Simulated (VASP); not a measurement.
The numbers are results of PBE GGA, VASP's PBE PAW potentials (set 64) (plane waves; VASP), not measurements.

The input files of a VASP run:

### INCAR
```
# general
SYSTEM  =  KNa3Cl4
PREC    =  Accurate
ENCUT   =  400
LREAL   =  .FALSE.
LASPH   =  .TRUE.
ICHARG  =  11

# electronic loop
EDIFF   =  1E-6
NELM    =  100
ALGO    =  Normal

# smearing
ISMEAR  =  0
SIGMA   =  0.05

# functional
GGA     =  PE

# output
LWAVE   =  .FALSE.
LCHARG  =  .FALSE.
```

File POSCAR:
```
KNa3Cl4
5.9072520
  0.9999999297   0.0000000000   0.0000000000
  0.0000000000   0.9999999297   0.0000000000
  0.0000000000   0.0000000000   0.9999999297
Na Cl K
3 4 1
Cartesian
  0.0000000000   0.0000000000   0.0000000000
  0.4999999649   0.4999999649   0.0000000000
  0.4999999649   0.0000000000   0.4999999649
  0.4999999649   0.4999999649   0.4999999649
  0.0000000000   0.0000000000   0.4999999649
  0.0000000000   0.4999999649   0.0000000000
  0.4999999649   0.0000000000   0.0000000000
  0.0000000000   0.4999999649   0.4999999649
```

KPOINTS:
```
k-points along high-symmetry lines
15
Line-mode
Reciprocal
  0.000000   0.000000   0.000000 ! GAMMA
  0.000000   0.500000   0.000000 ! X

  0.000000   0.500000   0.000000 ! X
  0.500000   0.500000   0.000000 ! M

  0.500000   0.500000   0.000000 ! M
  0.000000   0.000000   0.000000 ! GAMMA

  0.000000   0.000000   0.000000 ! GAMMA
  0.500000   0.500000   0.500000 ! R

  0.500000   0.500000   0.500000 ! R
  0.000000   0.500000   0.000000 ! X

  0.500000   0.500000   0.500000 ! R
  0.500000   0.500000   0.000000 ! M
```

POTCAR, in this order: Na_pv Cl K_sv (PBE.64 set). Program: vasp_std. Read from the step before: CHGCAR.

Output

File OSZICAR:
```
       N       E                     dE             d eps       ncg     rms          rms(c)
DAV:   1     0.522144763909E+03    0.52214E+03   -0.24631E+04  6648   0.139E+03
DAV:   2     0.291921298908E+02   -0.49295E+03   -0.48258E+03  7466   0.387E+02
DAV:   3    -0.246396246603E+02   -0.53832E+02   -0.53478E+02  8200   0.137E+02
DAV:   4    -0.265830615253E+02   -0.19434E+01   -0.19405E+01  8026   0.277E+01
DAV:   5    -0.266717020107E+02   -0.88640E-01   -0.88621E-01 10890   0.424E+00
DAV:   6    -0.266732351837E+02   -0.15332E-02   -0.15331E-02  8878   0.497E-01
DAV:   7    -0.266733045179E+02   -0.69334E-04   -0.69333E-04 10356   0.811E-02
DAV:   8    -0.266733080796E+02   -0.35617E-05   -0.35618E-05  8216   0.155E-02
DAV:   9    -0.266733083634E+02   -0.28386E-06   -0.28383E-06  6236   0.393E-03
   1 F= -.26673308E+02 E0= -.26673308E+02  d E =-.167467E-17
```

**OUTCAR**
```
 val. band max:       -1.2970745773   @ k =   0.0000   0.0000   0.0000

 cond. band min:       3.4347207440   @ k =   0.0000   0.0000   0.0000



 k-point     1 :       0.0000    0.0000    0.0000
  band No.  band energies     occupation
      1     -27.9046      2.00000
      2     -22.5264      2.00000
      3     -22.5264      2.00000
      4     -22.5264      2.00000
      5     -22.5216      2.00000
      6     -22.5216      2.00000
      7     -22.5216      2.00000
      8     -22.5187      2.00000
      9     -22.5187      2.00000
     10     -22.5187      2.00000
     11     -13.7283      2.00000
     12     -13.5014      2.00000
     13     -13.4788      2.00000
     14     -13.4788      2.00000
     15     -11.5220      2.00000
     16     -11.5220      2.00000
     17     -11.5220      2.00000
     18      -2.5655      2.00000
     19      -2.5655      2.00000
     20      -2.5655      2.00000
     21      -1.8358      2.00000
     22      -1.8358      2.00000
     23      -1.8358      2.00000
     24      -1.6640      2.00000
     25      -1.6640      2.00000
     26      -1.6640      2.00000
     27      -1.2971      2.00000
     28      -1.2971      2.00000
     29      -1.2971      2.00000
     30       3.4347      0.00000
     31       5.6930      0.00000
     32       5.6930      0.00000
     33       6.1569      0.00000
     34       6.1569      0.00000

 k-point     2 :       0.0000    0.0357    0.0000
  band No.  band energies     occupation
      1     -27.9046      2.00000
      2     -22.5264      2.00000
      3     -22.5264      2.00000
      4     -22.5264      2.00000
      5     -22.5217      2.00000
      6     -22.5217      2.00000
      7     -22.5217      2.00000
      8     -22.5188      2.00000
      9     -22.5188      2.00000
     10     -22.5188      2.00000
     11     -13.7279      2.00000
     12     -13.5019      2.00000
     13     -13.4806      2.00000
     14     -13.4787      2.00000
     15     -11.5220      2.00000
...
```

The density is held fixed in this step, so its total energy and stress have no physical meaning.

The structure was generated: KNa3Cl4 was put into an ordered model structure (Pm-3m), which need not be its known phase. It was relaxed first, which changed the volume by +6 %.
